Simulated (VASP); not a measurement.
Crystal: Co.

```
CELL_PARAMETERS angstrom
2.50740 0.00000 0.00000
-1.25370 2.17147 0.00000
0.00000 0.00000 4.06990
ATOMIC_POSITIONS crystal
Co 0.33333 0.66667 0.25000
Co 0.66667 0.33333 0.75000
```

Program: VASP 6.6.1. Alike in all runs: task electric field gradients; spin collinear, ferromagnetic start; cell as given; cutoff (eV) 520; smearing fermi-dirac 0.05 eV.

Order these runs on this cell by their pressure, lowest first.
A. level PBEsol; potentials or basis VASP PAW PBE potentials, release 64 (Co); k mesh 5 × 5 × 3; mesh quality coarse
B. level LDA; potentials or basis VASP PAW LDA potentials, release 64 (Co); k mesh 15 × 15 × 8; mesh quality not flagged
C. level PBEsol; potentials or basis VASP PAW PBE potentials, release 64 (Co); k mesh 15 × 15 × 8; mesh quality not flagged

B (-22.0 GPa), C (-14.1 GPa), A (-12.1 GPa).

Caveats: some runs use coarse meshes; the PAW data sets were made with another functional, which shifts forces and pressure a little (some runs); so large a pressure means that the cell lies far from this level's equilibrium, or that cutoff or potentials fall short (some runs).
